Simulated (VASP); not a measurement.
```
Si
1.0
    0.00000     2.71989     2.71989
    2.71989     0.00000     2.71989
    2.71989     2.71989     0.00000
Si
2
Direct
  0.50000   0.50000   0.50000
  0.75000   0.75000   0.75000
```

These are r2SCAN meta-GGA, VASP's PBE PAW potentials (set 64) (plane waves; VASP) values and carry that method's errors. Settings: PREC = Normal, EDIFF = 1E-5, 400 eV cut-off, 9×9×9 Γ-centred mesh, Gaussian smearing of 0.050 eV, potentials Si.

Estimate the energy per atom (σ→0).

```
Quantity                        Value
---------------------  --------------
energy per atom (σ→0)  -8.775 eV/atom
```

Only differences to runs with the same potentials and settings are physical.

The compound is Si in the diamond structure. It was relaxed first.
